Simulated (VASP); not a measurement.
VASP ran on this input.

### INCAR
```
ALGO  =  Normal
EDIFF  =  1E-7
ENCUT  =  480
GGA  =  PE
ISIF  =  2
ISMEAR  =  1
LASPH  =  .TRUE.
LCHARG  =  .FALSE.
LMAXMIX  =  4
LREAL  =  .FALSE.
LWAVE  =  .FALSE.
NELM  =  100
PREC  =  Accurate
SIGMA  =  0.1
SYSTEM  =  As
```

### KPOINTS
```
Automatic mesh
0
Gamma
10 10 10
0 0 0
```

**POSCAR**
```
As
1
    3.7300460666    -1.9098316050    -0.0026906552
    3.7300460666     1.9098316050    -0.0026906552
    2.7544675087     0.0000000000     3.1581029982
As
2
Direct
  0.2270880827   0.2270880827   0.2270880827
  0.7729119173   0.7729119173   0.7729119173
```

POTCAR, in this order: As (PBE.64 set). Program: vasp_std.

Translate this PBE calculation to Quantum ESPRESSO's pw.x.

One equivalent input (not run):
```
&CONTROL
  calculation = 'scf'
  pseudo_dir = './pseudo'
  outdir = './out'
  tprnfor = .true.
  tstress = .true.
/
&SYSTEM
  ibrav = 0
  nat = 2
  ntyp = 1
  ecutwfc = 84
  occupations = 'smearing'
  smearing = 'methfessel-paxton'
  degauss = 0.00735
  input_dft = 'pbe'
/
&ELECTRONS
  conv_thr = 7.3e-09
  electron_maxstep = 100
/
ATOMIC_SPECIES
  As 74.922 As.upf
CELL_PARAMETERS angstrom
     3.7300461   -1.9098316   -0.0026907
     3.7300461    1.9098316   -0.0026907
     2.7544675    0.0000000    3.1581030
ATOMIC_POSITIONS crystal
  As   0.2270881  0.2270881  0.2270881
  As   0.7729119  0.7729119  0.7729119
K_POINTS automatic
  10 10 10 0 0 0
```
The two are equivalent in intent, not identical: the potentials are each code's own (VASP's PAW set, PseudoDojo norm-conserving files in pw.x), so ENCUT and ecutwfc are chosen apart and not converted; conv_thr bounds pw.x's estimated SCF error, while EDIFF bounds the energy change between steps.

The compound is As in the a7 structure. It was relaxed first.
